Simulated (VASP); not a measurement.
Here is the system:

```xyz
2
Lattice="0.0000 2.9600 2.9600 2.9600 0.0000 2.9600 2.9600 2.9600 0.0000" Properties=species:S:1:pos:R:3 pbc="T T T"
Ca     0.0000     0.0000     0.0000
Se     2.9600     2.9600     2.9600
```

Computed with r2SCAN+rVV10, VASP's PBE PAW potentials (set 64) (plane waves; VASP). Settings: 520 eV cut-off, 9×9×9 Γ-centred mesh, tetrahedra with Blöchl corrections, potentials Ca_sv Se.

Problem. Give the energies of bands 6 to 11 at the high-symmetry points, in eV from the valence-band maximum.

Solution. 
```tsv
band	Γ	X	U	L	W
6	0.00	-2.56	-2.28	-3.29	-2.00
7	0.00	-0.95	-2.05	-1.19	-2.00
8	0.00	-0.95	-1.12	-1.19	-1.67
9	4.07	2.46	3.76	5.06	4.92
10	4.21	5.62	6.32	6.09	4.92
11	4.21	5.76	6.32	6.12	5.88
```

The gap is indirect, 2.46 eV, from the valence maximum at Γ to the conduction minimum at X.

Measured: gap 3.85 eV (computed value off by -1.39 eV), as given by Abedi et al., (2022), arXiv:2211.14644.

The compound is CaSe in the rock salt structure. The cell was not relaxed at this level.
